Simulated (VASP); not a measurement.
OSZICAR of a VASP run on CdSe (wurtzite):

### OSZICAR
```
...
DAV:   4    -0.101328283462E+02    0.23064E+00   -0.38966E-01   954   0.278E+00    0.282E+00
DAV:   5    -0.100938156295E+02    0.39013E-01   -0.43087E-02  1098   0.198E+00    0.148E+00
DAV:   6    -0.100915021915E+02    0.23134E-02   -0.15487E-02  1008   0.936E-01    0.283E-01
DAV:   7    -0.100915905710E+02   -0.88379E-04   -0.13852E-03  1082   0.516E-01    0.129E-01
DAV:   8    -0.100915778353E+02    0.12736E-04   -0.37731E-04   984   0.854E-02    0.502E-02
DAV:   9    -0.100915711004E+02    0.67349E-05   -0.18694E-05   996   0.333E-02    0.127E-02
DAV:  10    -0.100915706223E+02    0.47807E-06   -0.16165E-06   666   0.757E-03
   2 F= -.51591019E+00 E0= -.51591019E+00  d E =0.622490E+00
       N       E                     dE             d eps       ncg     rms          rms(c)
DAV:   1    -0.191755892435E+02   -0.90840E+01   -0.15486E+02   984   0.162E+02    0.271E+01
DAV:   2    -0.134133312971E+02    0.57623E+01   -0.15435E+01   948   0.611E+01    0.122E+01
DAV:   3    -0.127650874000E+02    0.64824E+00   -0.12012E+00  1032   0.122E+01    0.111E+01
DAV:   4    -0.124996447354E+02    0.26544E+00   -0.37459E-01   936   0.446E+00    0.261E+00
DAV:   5    -0.124874978951E+02    0.12147E-01   -0.25325E-02  1026   0.151E+00    0.825E-01
DAV:   6    -0.124866491306E+02    0.84876E-03   -0.46025E-03   990   0.586E-01    0.376E-01
DAV:   7    -0.124865397449E+02    0.10939E-03   -0.64365E-04  1032   0.216E-01    0.731E-02
DAV:   8    -0.124865417707E+02   -0.20258E-05   -0.74323E-05  1004   0.734E-02    0.103E-02
DAV:   9    -0.124865423888E+02   -0.61808E-06   -0.55896E-06  1038   0.245E-02
   3 F= -.13961583E+01 E0= -.13961583E+01  d E =-.257758E+00
       N       E                     dE             d eps       ncg     rms          rms(c)
DAV:   1    -0.124568501135E+02    0.29692E-01   -0.65676E-02  1008   0.311E+00    0.395E-01
DAV:   2    -0.124540703269E+02    0.27798E-02   -0.78817E-03  1008   0.133E+00    0.160E-01
DAV:   3    -0.124538144958E+02    0.25583E-03   -0.78126E-04  1032   0.266E-01    0.142E-01
DAV:   4    -0.124537680358E+02    0.46460E-04   -0.10323E-04   948   0.952E-02    0.186E-02
DAV:   5    -0.124537594183E+02    0.86175E-05   -0.44808E-05  1056   0.974E-02    0.104E-02
DAV:   6    -0.124537595621E+02   -0.14386E-06   -0.51646E-06   960   0.182E-02
   4 F= -.13966296E+01 E0= -.13966296E+01  d E =-.258229E+00
       N       E                     dE             d eps       ncg     rms          rms(c)
DAV:   1    -0.124360926861E+02    0.17667E-01   -0.20594E-02  1014   0.175E+00    0.221E-01
DAV:   2    -0.124352258881E+02    0.86680E-03   -0.24562E-03  1008   0.742E-01    0.897E-02
DAV:   3    -0.124351458572E+02    0.80031E-04   -0.24237E-04  1014   0.149E-01    0.798E-02
DAV:   4    -0.124351311483E+02    0.14709E-04   -0.32403E-05   954   0.529E-02    0.105E-02
DAV:   5    -0.124351284433E+02    0.27050E-05   -0.14080E-05   984   0.547E-02    0.579E-03
DAV:   6    -0.124351284777E+02   -0.34391E-07   -0.15178E-06   516   0.103E-02
   5 F= -.13965864E+01 E0= -.13965864E+01  d E =-.258186E+00
       N       E                     dE             d eps       ncg     rms          rms(c)
DAV:   1    -0.124700040264E+02   -0.34876E-01   -0.11147E-01   960   0.336E+00    0.392E-01
DAV:   2    -0.124673520688E+02    0.26520E-02   -0.87046E-03  1026   0.130E+00    0.165E-01
DAV:   3    -0.124670801966E+02    0.27187E-03   -0.76752E-04  1078   0.251E-01    0.141E-01
DAV:   4    -0.124670147482E+02    0.65448E-04   -0.12522E-04  1014   0.984E-02    0.185E-02
DAV:   5    -0.124670073078E+02    0.74404E-05   -0.41863E-05  1074   0.929E-02    0.108E-02
DAV:   6    -0.124670074375E+02   -0.12972E-06   -0.52229E-06   960   0.186E-02
   6 F= -.13967951E+01 E0= -.13967951E+01  d E =-.208708E-03
       N       E                     dE             d eps       ncg     rms          rms(c)
DAV:   1    -0.124611584329E+02    0.58489E-02   -0.39370E-03   966   0.629E-01    0.738E-02
DAV:   2    -0.124610631961E+02    0.95237E-04   -0.31256E-04  1032   0.246E-01    0.311E-02
DAV:   3    -0.124610535008E+02    0.96953E-05   -0.27679E-05  1078   0.474E-02    0.265E-02
DAV:   4    -0.124610511766E+02    0.23241E-05   -0.44483E-06   860   0.189E-02    0.340E-03
DAV:   5    -0.124610509039E+02    0.27278E-06   -0.14883E-06   516   0.177E-02
   7 F= -.13968065E+01 E0= -.13968065E+01  d E =-.220051E-03
       N       E                     dE             d eps       ncg     rms          rms(c)
DAV:   1    -0.124608498537E+02    0.20132E-03   -0.47868E-02   924   0.150E+00    0.873E-02
DAV:   2    -0.124606392798E+02    0.21057E-03   -0.51978E-04  1082   0.223E-01    0.497E-02
DAV:   3    -0.124605456077E+02    0.93672E-04   -0.18722E-04  1026   0.107E-01    0.179E-02
DAV:   4    -0.124605441043E+02    0.15034E-05   -0.22611E-05  1026   0.438E-02    0.104E-02
DAV:   5    -0.124605436671E+02    0.43720E-06   -0.47202E-07   552   0.573E-03
   8 F= -.13970732E+01 E0= -.13970732E+01  d E =-.266729E-03
       N       E                     dE             d eps       ncg     rms          rms(c)
DAV:   1    -0.124616701169E+02   -0.11260E-02   -0.43063E-01   924   0.449E+00    0.261E-01
DAV:   2    -0.124597733968E+02    0.18967E-02   -0.46762E-03  1088   0.668E-01    0.149E-01
DAV:   3    -0.124589340472E+02    0.83935E-03   -0.16961E-03  1008   0.321E-01    0.538E-02
DAV:   4    -0.124589209041E+02    0.13143E-04   -0.20371E-04  1032   0.132E-01    0.314E-02
DAV:   5    -0.124589169596E+02    0.39444E-05   -0.47697E-06  1008   0.174E-02    0.159E-02
DAV:   6    -0.124589164534E+02    0.50625E-06   -0.22914E-06   834   0.119E-02
   9 F= -.13978420E+01 E0= -.13978420E+01  d E =-.103550E-02
       N       E                     dE             d eps       ncg     rms          rms(c)
DAV:   1    -0.124661798597E+02   -0.72629E-02   -0.17228E+00   924   0.897E+00    0.522E-01
DAV:   2    -0.124585989754E+02    0.75809E-02   -0.18786E-02  1094   0.133E+00    0.297E-01
DAV:   3    -0.124552605304E+02    0.33384E-02   -0.68290E-03  1002   0.644E-01    0.108E-01
DAV:   4    -0.124552105940E+02    0.49936E-04   -0.81469E-04  1020   0.264E-01    0.629E-02
DAV:   5    -0.124551945075E+02    0.16087E-04   -0.19208E-05  1044   0.350E-02    0.322E-02
DAV:   6    -0.124551924472E+02    0.20604E-05   -0.96537E-06  1044   0.239E-02    0.488E-03
DAV:   7    -0.124551923428E+02    0.10433E-06   -0.11974E-06   538   0.117E-02
  10 F= -.13992422E+01 E0= -.13992422E+01  d E =-.243573E-02
       N       E                     dE             d eps       ncg     rms          rms(c)
DAV:   1    -0.124893051582E+02   -0.34113E-01   -0.68886E+00   924   0.179E+01    0.104E+00
DAV:   2    -0.124590436466E+02    0.30262E-01   -0.75810E-02  1094   0.265E+00    0.592E-01
DAV:   3    -0.124458875842E+02    0.13156E-01   -0.27652E-02  1014   0.129E+00    0.219E-01
DAV:   4    -0.124457001689E+02    0.18742E-03   -0.32458E-03   996   0.528E-01    0.126E-01
DAV:   5    -0.124456321907E+02    0.67978E-04   -0.79636E-05  1056   0.726E-02    0.654E-02
DAV:   6    -0.124456235437E+02    0.86470E-05   -0.39627E-05  1032   0.481E-02    0.971E-03
DAV:   7    -0.124456231496E+02    0.39413E-06   -0.52687E-06   946   0.233E-02
  11 F= -.14012424E+01 E0= -.14012424E+01  d E =-.443588E-02
       N       E                     dE             d eps       ncg     rms          rms(c)
DAV:   1    -0.125882455432E+02   -0.14262E+00   -0.27578E+01   924   0.358E+01    0.207E+00
DAV:   2    -0.124680178236E+02    0.12023E+00   -0.31332E-01  1088   0.525E+00    0.118E+00
DAV:   3    -0.124170750423E+02    0.50943E-01   -0.11126E-01  1020   0.258E+00    0.451E-01
DAV:   4    -0.124163245975E+02    0.75044E-03   -0.12908E-02  1002   0.105E+00    0.256E-01
DAV:   5    -0.124160185928E+02    0.30600E-03   -0.34704E-04  1032   0.155E-01    0.135E-01
DAV:   6    -0.124159787911E+02    0.39802E-04   -0.17054E-04  1052   0.996E-02    0.198E-02
DAV:   7    -0.124159773621E+02    0.14289E-05   -0.22841E-05   948   0.472E-02    0.127E-02
DAV:   8    -0.124159773535E+02    0.86311E-08   -0.19111E-06   778   0.726E-03
  12 F= -.13999479E+01 E0= -.13999479E+01  d E =-.314147E-02
       N       E                     dE             d eps       ncg     rms          rms(c)
DAV:   1    -0.125174700920E+02   -0.10149E+00   -0.13054E+01   936   0.249E+01    0.149E+00
DAV:   2    -0.124623553757E+02    0.55115E-01   -0.14366E-01  1076   0.382E+00    0.820E-01
DAV:   3    -0.124395866717E+02    0.22769E-01   -0.40888E-02  1014   0.156E+00    0.334E-01
DAV:   4    -0.124382489748E+02    0.13377E-02   -0.56338E-03  1068   0.650E-01    0.163E-01
DAV:   5    -0.124381359898E+02    0.11299E-03   -0.18934E-04  1014   0.119E-01    0.723E-02
DAV:   6    -0.124381292532E+02    0.67366E-05   -0.49809E-05  1068   0.562E-02    0.150E-02
DAV:   7    -0.124381287702E+02    0.48300E-06   -0.40846E-06   918   0.228E-02
  13 F= -.14016380E+01 E0= -.14016380E+01  d E =-.483151E-02
       N       E                     dE             d eps       ncg     rms          rms(c)
DAV:   1    -0.124320266579E+02    0.61026E-02   -0.19933E-01   942   0.334E+00    0.335E-01
DAV:   2    -0.124294158821E+02    0.26108E-02   -0.48971E-03  1080   0.789E-01    0.164E-01
DAV:   3    -0.124285180200E+02    0.89786E-03   -0.16691E-03  1004   0.317E-01    0.808E-02
DAV:   4    -0.124284347732E+02    0.83247E-04   -0.28219E-04  1074   0.150E-01    0.271E-02
DAV:   5    -0.124284293704E+02    0.54029E-05   -0.25950E-05  1056   0.636E-02    0.156E-02
DAV:   6    -0.124284290870E+02    0.28337E-06   -0.37496E-06   856   0.217E-02
  14 F= -.14020376E+01 E0= -.14020376E+01  d E =-.399658E-03
```

### Question
Which electronic solver shows in the log?

### Answer
It is blocked Davidson (ALGO = Normal, or the opening steps of other solvers). The INCAR had ALGO = Normal.

### Question
Can the final energy be trusted as converged?

### Answer
The run converged. It stopped with EDIFF = 1E-6, NELM = 100, NSW = 40 and EDIFFG = -0.02 after 14 ionic steps (LDA (Ceperley-Alder, Perdew-Zunger), plane waves, VASP's LDA PAW potentials (set 64)). Energy and stress use the plane-wave basis of the starting cell.

The compound is CdSe in the wurtzite structure. This run relaxes it under an external pressure of 20 GPa. Symmetry was kept, so distortions that lower it aren't found.
